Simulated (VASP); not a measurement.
The system is CdTe.

```xyz
2
Lattice="0.0000 3.2050 3.2050 3.2050 0.0000 3.2050 3.2050 3.2050 0.0000" Properties=species:S:1:pos:R:3 pbc="T T T"
Cd    0.0000    0.0000    0.0000
Te    1.6025    1.6025    1.6025
```

```yaml
Program: VASP 6.6.1
Task: relaxation of cell and atoms
Functional: PBE
Potentials_or_basis: VASP PAW PBE potentials, release 64 (Cd, Te)
Cutoff: 520 eV
k_mesh: 2 × 2 × 2
Occupations: gaussian, width 0.02 eV
Spin: no spin polarisation
```

At the start: pressure 8.4 GPa; volume 32.92 Å³/atom.

**Question.** Where does the relaxation end?

**Answer.** Over 19 steps the energy falls by 148.1 meV/atom and the volume is 39.66 Å³/atom (+20.5 %); space group F-43m (No. 216, to 0.05 Å).

Step by step:
```csv
step,energy change (eV),largest force (eV/Å),pressure (GPa),volume (Å³)
1,0.0000,0.0000,8.38,65.84
2,-0.2785,0.0000,-1.01,83.66
3,-0.2961,0.0000,-0.06,79.46
4,-0.2962,0.0000,0.05,79.17
5,-0.2962,0.0000,0.05,79.17
6,-0.2962,0.0000,0.05,79.17
7,-0.2962,0.0000,0.05,79.17
8,-0.2962,0.0000,0.05,79.17
9,-0.2962,0.0000,0.05,79.17
10,-0.2962,0.0000,0.05,79.17
11,-0.2962,0.0000,0.05,79.17
12,-0.2962,0.0000,0.05,79.17
13,-0.2962,0.0000,0.05,79.17
14,-0.2962,0.0000,0.05,79.18
15,-0.2962,0.0000,0.04,79.18
16,-0.2962,0.0000,0.04,79.19
17,-0.2962,0.0000,0.04,79.21
18,-0.2962,0.0000,0.02,79.24
19,-0.2962,0.0000,0.00,79.31
```

Final structure:
```
Cd Te
1.0
     0.00000    3.41016    3.41016
     3.41016    0.00000    3.41016
     3.41016    3.41016    0.00000
Cd Te
1 1
Cartesian
  0.0000 0.0000 0.0000
  1.7051 1.7051 1.7051
```

Caveat: the k mesh is coarse (spacing up to 0.85 Å⁻¹), so the values aren't converged; the volume moved by over 15 % at a fixed basis, so the end points are rough; the volume moved by +20 % from the deposited cell, more than functionals usually miss.
